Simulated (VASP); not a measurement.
Energy against volume of CsPbCl₃ (cubic perovskite). Method: TPSS meta-GGA, VASP's PBE PAW potentials (set 64) (plane waves; VASP).

| V (Å³/atom) | E (eV/atom) |
|---|---|
| 35.599 | -8.31855 |
| 36.735 | -8.32700 |
| 37.871 | -8.32995 |
| 39.007 | -8.32828 |
| 40.143 | -8.32272 |

Q: Fit a third-order Birch-Murnaghan equation of state.

A: 
| Item | Result |
|---|---|
| volume per atom | 38.00 Å³/atom |
| bulk modulus | 21.3 GPa |
| pressure derivative of the bulk modulus | 4.76 |
| lattice constant a | 5.749 Å |

The compound is CsPbCl3 in the cubic perovskite structure, the ideal cubic form; the compound distorts at low or room temperature. It was relaxed first, which changed the volume by +8 %.
